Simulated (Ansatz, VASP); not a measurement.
# Cross-check of Ta (Ta(310) slab) between VASP and Ansatz, part 2 of 2

Aim: how closely do two programs agree when they are given the same cell, functional and k mesh? The cell is taken from a series of runs on this material, whose earlier steps may have relaxed, scaled, displaced or heated it; both programs get it as it stands.

VASP 6.6.1 and Ansatz 0.2.0.

So far: The structure; VASP: single point, PBE.

### 3. Ansatz: single point, PBE

Level of this step: Ansatz beside VASP: Kohn-Sham DFT, plane waves, PBE (Ansatz).

Ansatz runs on its default PAW (the set named soft_2) files.

The same cell, functional, mesh and smearing now go to Ansatz, which takes its cutoff from its data sets.

input.yaml reads:

```yaml
crystal:
  lattice:
    - [6.64, 0.0, 0.0]
    - [-1.66, 5.24938, 0.0]
    - [0.0, 0.0, 26.54864]
  atoms:
    - { symbol: Ta, position: [0.30411, 0.21539, 0.29074] }
    - { symbol: Ta, position: [0.45388, 0.81506, 0.32112] }
    - { symbol: Ta, position: [0.10101, 0.4029, 0.36147] }
    - { symbol: Ta, position: [0.2505, 0.00153, 0.39934] }
    - { symbol: Ta, position: [0.40047, 0.60157, 0.44136] }
    - { symbol: Ta, position: [0.04974, 0.1991, 0.48063] }
    - { symbol: Ta, position: [0.20026, 0.8009, 0.51937] }
    - { symbol: Ta, position: [0.34953, 0.39843, 0.55864] }
    - { symbol: Ta, position: [0.9995, 0.99847, 0.60066] }
    - { symbol: Ta, position: [0.14899, 0.5971, 0.63853] }
    - { symbol: Ta, position: [0.29612, 0.18494, 0.67888] }
    - { symbol: Ta, position: [0.44589, 0.78461, 0.70926] }
    - { symbol: Ta, position: [0.80411, 0.21539, 0.29074] }
    - { symbol: Ta, position: [0.95388, 0.81506, 0.32112] }
    - { symbol: Ta, position: [0.60101, 0.4029, 0.36147] }
    - { symbol: Ta, position: [0.7505, 0.00153, 0.39934] }
    - { symbol: Ta, position: [0.90047, 0.60157, 0.44136] }
    - { symbol: Ta, position: [0.54974, 0.1991, 0.48063] }
    - { symbol: Ta, position: [0.70026, 0.8009, 0.51937] }
    - { symbol: Ta, position: [0.84953, 0.39843, 0.55864] }
    - { symbol: Ta, position: [0.4995, 0.99847, 0.60066] }
    - { symbol: Ta, position: [0.64899, 0.5971, 0.63853] }
    - { symbol: Ta, position: [0.79612, 0.18494, 0.67888] }
    - { symbol: Ta, position: [0.94589, 0.78461, 0.70926] }
kpoints:
  mp_grid: { grid: [7, 9, 1] }
hamiltonian:
  xc: pbe
scf:
  occupations: { method: fermi_dirac, width: 0.1 }
output:
  forces: true
```

Started as:

```console
ansatz run input.yaml --threads 6 --pin off --max-ram 102400MiB --backend cuda --events-out ev --progress --plain --runs-dir out
```

Numbers of over 12 decimals in the logs are rounded to 6 here.

Output:

```text
Engine: ansatz 0.2.0, x86_64-unknown-linux-gnu
Pseudopotentials: kind: paw
Pseudopotential: Ta, paw, valence charge 13, recommended cutoff 420 eV (normal), Ta.paw.azcp
Functional definition: PBE
  parameter kappa = 0.804
  parameter beta = 0.066725
  exchange = pbe_x(kappa = kappa, mu = beta*pi^2/3)
  correlation = pbe_c(beta = beta)
device memory: the entry about to start is reckoned to put 15.8 GiB on a device that reports 65.2 GiB free
GPU FFT provider: cuFFT
GPU libraries: cuBLAS 13.8.2, cuFFT 12.4.0, cuSOLVER 12.3.4
Crystal: 24 atoms, lattice volume = 925.376 Å³
Basis set: ecut = 420 eV, 18077 PW (Γ), exchange–correlation on 90×80×360 points (8 copies of the dense FFT grid, shifted against one another)
Bands: 188, of which v1, the nominal top of the filled ones, is band 156 counted from 1 (155 counted from 0)
Symmetry: 4 space group operations
Space group: P-1 (ITA 2), of the structure as read, at distance tolerance 9.7e-5 Å
k-points: 32 of 63
Non-local potential: Ta, projectors of the file, l = 0: 3, l = 1: 2, l = 2: 2, l = 3: 1
PAW form: soft (Blöchl's): semilocal exchange-correlation on the pseudo side does not see the compensation charge
PAW one-centre angular grid: Ta, 590 points (default); XC on 64 Gauss nodes
Initial density: superposition of atomic densities (neutral atoms: chi_scale 0, normalization atom), corrected by the library's trained network
Initial wavefunctions: pseudopotential atomic-orbital guess
GPU buffer pool allocated for 324000 grid points (all kernels)
GPU transforms: local potential and band sums: pruned to the plane-wave sphere, on 45×40×180
Functional: x = pbe(κ = 0.804, μ = 0.219515), c = pbe(β = 0.066725)
SCF iter   1: F=—  HF=-238363.890849 eV  |F-HF|=—  |Δ(HF+E_count)|=         —  Δρ=8.31e-3  dr2=2.16e1  ethr=1.77e-3  ⟨swp⟩=9.8  Hψ=29582  notcnv=0  defer=3
preconditioner: auto → LDOS  [metal: Δε(μ)=0.004 eV  Ē_g=3.718 eV  σ=0.100 eV  W_gap=0.01  n_scr=178 (ndim 8)  ℏωp=13.4 eV  f_vac=0.457  D(μ)=25.88/eV (n_scr^D=174)  β→1.0]
SCF iter   2: F=—  HF=-238363.457469 eV  |F-HF|=—  |Δ(HF+E_count)|=   4.33e-1  Δρ=3.40e-3  dr2=9.11e-1  ethr=1.77e-3  ⟨swp⟩=3.9  Hψ=8459  notcnv=0  defer=4
SCF iter   3: F=—  HF=-238363.425578 eV  |F-HF|=—  |Δ(HF+E_count)|=   3.19e-2  Δρ=9.71e-4  dr2=1.15e-1  ethr=2.92e-4  ⟨swp⟩=2.0  Hψ=8303  notcnv=0  defer=4
SCF iter   4: F=—  HF=-238363.423734 eV  |F-HF|=—  |Δ(HF+E_count)|=   1.84e-3  Δρ=2.01e-4  dr2=1.98e-3  ethr=3.68e-5  ⟨swp⟩=1.9  Hψ=6793  notcnv=0  defer=4
SCF iter   5: F=—  HF=-238363.420501 eV  |F-HF|=—  |Δ(HF+E_count)|=   3.23e-3  Δρ=7.10e-5  dr2=1.72e-4  ethr=6.34e-7  ⟨swp⟩=2.9  Hψ=8573  notcnv=0  defer=4
SCF iter   6: F=—  HF=-238363.420525 eV  |F-HF|=—  |Δ(HF+E_count)|=   2.37e-5  Δρ=2.12e-5  dr2=6.27e-6  ethr=5.50e-8  ⟨swp⟩=2.5  Hψ=8224  notcnv=0  defer=4
SCF iter   7: F=—  HF=-238363.422270 eV  |F-HF|=—  |Δ(HF+E_count)|=   1.75e-3  Δρ=6.81e-6  dr2=1.30e-6  ethr=2.01e-9  ⟨swp⟩=2.3  Hψ=10607  notcnv=0  defer=4
SCF iter   8: F=-238363.422270 eV  HF=-238363.422270 eV  |F-HF|=1.60e-8  |Δ(HF+E_count)|=   3.95e-7  Δρ=1.88e-6  dr2=8.66e-8  ethr=3.21e-11  ⟨swp⟩=3.8  Hψ=29040  notcnv=0
SCF 1 converged in 8 iterations: F = -238363.422270 eV  dr2 = 8.66e-8
  greatest PAW one-centre occupation: 1.000 electrons in one spin orbital (limit 2), on the Ta atom at site 21 (counted from 0), in its partial waves of l = 0
SCF converged after 8 iterations
Free energy (F): -238363.422270 eV
Harris-Foulkes:  -238363.422270 eV  (|F-HF|=1.60e-8)
Internal energy: -238362.505716 eV  (E = F + TS)
E sigma→0 (E₀):  -238362.963993 eV
Entropy (-TS):   -0.916554 eV (-38.190 meV/atom)
Fermi energy:    6.855398 eV
--- Per-component energies (eV) ---
  E_band       = -6211.424392
  E_kinetic    = 8754.265254
  E_local      = -328277.749112  (includes V_loc(G=0)·N_el)
  E_nonlocal   = 358.042002
  E_hartree    = 160267.168527
  E_xc         = -5225.440417
  E_vxc        = -4873.553523  (∫ρ·V_xc dr)
  E_paw        = -201516.480846  (= ΣΔE_a)
  E_vpaw       = -2706.694625  (= ΣTr[D̂ρ^β])
  E_aug_tail   = 0.003473  (compensation charges beyond the density's cutoff)
  E_ewald      = 127277.685404
  E_smearing   = -0.916554  (= −TS)
  E_closure    = -0.000000  (closes the sum)
  Σ components = -238363.422270   (vs F -238363.422270, Δ=0.00e0)
--- Forces (eV/Å), atoms counted from 1 ---
  atom   1  Ta    -0.00232748     0.03844421     0.02548998
  atom   2  Ta     0.00644401     0.00867779     0.00489240
  atom   3  Ta    -0.01046263    -0.02864358    -0.02791855
  atom   4  Ta     0.00153216    -0.01555579     0.01700289
  atom   5  Ta     0.00054535     0.00440558     0.02238850
  atom   6  Ta     0.00502532     0.01715924    -0.00663930
  atom   7  Ta    -0.00502532    -0.01715924     0.00663930
  atom   8  Ta    -0.00054535    -0.00440558    -0.02238850
  atom   9  Ta    -0.00153216     0.01555579    -0.01700289
  atom  10  Ta     0.01046263     0.02864358     0.02791855
  atom  11  Ta    -0.00644401    -0.00867779    -0.00489240
  atom  12  Ta     0.00232748    -0.03844421    -0.02548998
  atom  13  Ta    -0.00232748     0.03844421     0.02548998
  atom  14  Ta     0.00644401     0.00867779     0.00489240
  atom  15  Ta    -0.01046263    -0.02864358    -0.02791855
  atom  16  Ta     0.00153216    -0.01555579     0.01700289
  atom  17  Ta     0.00054535     0.00440558     0.02238850
  atom  18  Ta     0.00502532     0.01715924    -0.00663930
  atom  19  Ta    -0.00502532    -0.01715924     0.00663930
  atom  20  Ta    -0.00054535    -0.00440558    -0.02238850
  atom  21  Ta    -0.00153216     0.01555579    -0.01700289
  atom  22  Ta     0.01046263     0.02864358     0.02791855
  atom  23  Ta    -0.00644401    -0.00867779    -0.00489240
  atom  24  Ta     0.00232748    -0.03844421    -0.02548998
  max |Σ_I F_I| component: 2.78e-17 eV/Å
```

### 4. Differences

Known differences besides the potentials themselves: the data sets hold 312 valence electrons in Ansatz (on its default PAW (the set named soft_2) files) and 264 in VASP; the cutoff is 420 eV in Ansatz and 400 eV in VASP. Total energies have different zeros and are not compared.

At this near-relaxed geometry the largest component of a force difference is 8 meV/Å. With vacuum in the cell, a pressure given here is an average over mostly empty space and none of the material.

### 5. Outcome

```yaml
r_m_s_force_difference_single_point_pbe: 3.3 meV/Å
```

**Reading.** The r.m.s. force difference is 3.3 meV/Å (single point, PBE), within the 12 meV/Å picked in this series as the mark of a large difference. The data sets hold unlike numbers of valence electrons (312 in Ansatz and 264 in VASP), so part of the differences comes from the potentials. How closely two codes agree says nothing of how well the functional describes the real material.

[Lines on the potential files, build, host, timing and source positions are cut from VASP's logs without a mark.]

[Logs are printed without paths, hosts, clocks, repeated set-up lines and the standing remarks that a program may print on its own settings, such as how far it seeks lower states.]

[Hosts, paths, dates, database ids (printed as entryN), source tags and the programs' standing remarks are cut or masked in the printed files.]
